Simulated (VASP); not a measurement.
## K: work function with AM05

The system is K, a slab with vacuum.

```
K
1.0
     4.53451    0.00000    0.00000
    -1.51150    4.27518    0.00000
     0.00000    0.00000   22.40482
K
3
Direct
  0.50000 0.50000 0.33475
  0.00000 0.00000 0.50000
  0.50000 0.50000 0.66525
```

- Program: VASP 6.6.1
- Task: work function
- Functional: AM05
- Potentials or basis: VASP PAW PBE potentials, release 64 (K_sv)
- Cutoff: 520 eV
- k mesh: 6 × 6 × 1
- Occupations: fermi-dirac, width 0.05 eV
- Spin: no spin polarisation
- Dipole correction: yes
- Further INCAR settings: ALGO = Fast; EDIFF = 1e-06

The largest force is 0.017 eV/Å, the band gap on the k mesh is none (metal or under the smearing width) and the work function of the upper face is 2.34 eV. The work function of the lower face is 2.34 eV.

Forces on the atoms (eV/Å):
```
K    0.000  0.000 -0.017
K    0.000  0.000  0.000
K    0.000  0.000  0.017
```

Levels at points of the mesh, in eV from the Fermi level:
| k point | band 11 | band 12 | band 13 | band 14 | band 15 | band 16 | band 17 |
| --- | --- | --- | --- | --- | --- | --- | --- |
| (0.00, 0.00, 0.00) | -15.54 | -15.53 | -2.01 | -1.42 | -0.48 | 0.64 | 1.36 |
| (0.50, 0.00, 0.00) | -15.55 | -15.53 | 0.08 | 0.13 | 0.55 | 0.70 | 1.39 |
| (0.50, 0.50, 0.00) | -15.57 | -15.55 | 0.63 | 0.76 | 1.11 | 1.17 | 1.59 |

It took 3.6 min on 1 thread of Intel(R) Xeon(R) 6975P-C (Granite Rapids), with other jobs on the host, peak memory 0.51 GiB.

Caveat: the PAW data sets were made with another functional, which shifts forces and pressure a little.
